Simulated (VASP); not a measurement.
Here is the system:

```xyz
3
Lattice="-1.6371 1.6371 4.0035 1.6371 -1.6371 4.0035 1.6371 1.6371 -4.0035" Properties=species:S:1:pos:R:3 pbc="T T T"
Si     0.0000     0.0000     5.3247
Si     0.0000     0.0000     2.6823
Mo     0.0000     0.0000     0.0000
```

Method: PBE GGA, VASP's PBE PAW potentials (set 64) (plane waves; VASP). Run with 400 eV cut-off, 12×12×12 Γ-centred mesh, first-order Methfessel-Paxton smearing of 0.10 eV, potentials Si Mo_sv.

Task: Which forces act on the atoms, in eV/Å?

Result: 
```csv
atom,Fx,Fy,Fz
Si1,0.000,0.000,-0.122
Si2,0.000,0.000,0.122
Mo3,0.000,0.000,0.000
```

Task: Give the stress tensor in GPa (positive for a compressed cell).

Result: 
```
 -9.56    0.00    0.00
  0.00   -9.56    0.00
  0.00    0.00  -10.50
```
The pressure is its mean diagonal, -9.87 GPa.

The compound is MoSi2 in the MoSi2 type structure. The cell was not relaxed at this level.
